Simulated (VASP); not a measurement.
A convergence study with VASP on Sc (space group P6_3/mmc): one setting is varied, all else stays as given below, so the limit is that of these other settings.

```xyz
2
Lattice="1.6600 -2.8751 0.0000 1.6600 2.8751 0.0000 0.0000 0.0000 5.2858" Properties=species:S:1:pos:R:3 pbc="T T T"
Sc     1.6600     0.9584     1.3215
Sc     1.6600    -0.9584     3.9644
```

These are PBE GGA, VASP's PBE PAW potentials (set 64) (plane waves; VASP) values and carry that method's errors. The tightest run used: 300 eV cut-off, 14×14×8 Γ-centred mesh, Fermi-Dirac smearing of 0.10 eV, potentials Sc_sv.

```json
[
 {"setting": "3×3×2 mesh", "highest Γ mode (cm⁻¹)": "209.4", "irreducible k-points": "6"},
 {"setting": "4×4×2 mesh", "highest Γ mode (cm⁻¹)": "198.7", "irreducible k-points": "8"},
 {"setting": "5×5×3 mesh", "highest Γ mode (cm⁻¹)": "204.5", "irreducible k-points": "10"}
]
```

Problem. These are the cheaper rows. Estimate the results at 14×14×8 mesh, and how far the last row shown lies from them.

Solution. 
```tsv
quantity	tightest run	last row shown is off by
highest Γ mode (cm⁻¹)	205.1	-0.6
```

Left out are rungs that failed or repeat a setting and relaxations that didn't move; long series are thinned to 24 rows.

The structure is a typed Sc crystal (space group no. 194). The cell was not relaxed at this level.
